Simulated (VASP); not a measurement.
Input:

```xyz
2
Lattice="0.0000 2.8244 2.8244 2.8244 0.0000 2.8244 2.8244 2.8244 0.0000" Properties=species:S:1:pos:R:3 pbc="T T T"
Ga     0.0000     0.0000     0.0000
P      1.4122     1.4122     1.4122
```

Computed with revPBE GGA, VASP's PBE PAW potentials (set 64) (plane waves; VASP 6.6.1). Numerical set-up: 520 eV cut-off, 8×8×8 Γ-centred mesh, Gaussian smearing of 0.050 eV, potentials Ga_d P.

Task: Give the stress tensor in GPa (positive for a compressed cell).

Result: 
```
-3.69   0.00   0.00
 0.00  -3.69   0.00
 0.00   0.00  -3.69
```
The pressure is its mean diagonal, -3.69 GPa.

The compound is GaP in the zinc blende structure. This cell is one point of a volume scan, at 1.06 of the reference volume.
